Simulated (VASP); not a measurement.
Here is the system:

```yaml
crystal:
  lattice:
    - [3.55000, 0.00000, 0.00000]
    - [0.00000, 3.55000, 0.00000]
    - [0.00000, 0.00000, 3.55000]
  atoms:
    - { symbol: Fe, position: [0.00000, 0.00000, 0.00000], spin: 3.0 }
    - { symbol: Ni, position: [0.00000, 0.50000, 0.50000], spin: 0.5 }
    - { symbol: Ni, position: [0.50000, 0.00000, 0.50000], spin: 0.5 }
    - { symbol: Ni, position: [0.50000, 0.50000, 0.00000], spin: 0.5 }
```

Level of theory: PBE GGA, VASP's PBE PAW potentials (set 64) (plane waves; VASP 6.6.1). Settings: 300 eV cut-off, 8×8×8 Γ-centred mesh, Fermi-Dirac smearing of 0.10 eV, potentials Fe Ni.

At this cut-off the stress carries a Pulay error, which pulls relaxed volumes low.

Question: Give the stress tensor in GPa (positive for a compressed cell).

Answer: 
```
-1.33   0.00   0.00
 0.00  -1.33   0.00
 0.00   0.00  -1.33
```
The pressure is its mean diagonal, -1.33 GPa.

The structure is a typed Ni3Fe crystal. The cell was not relaxed at this level.
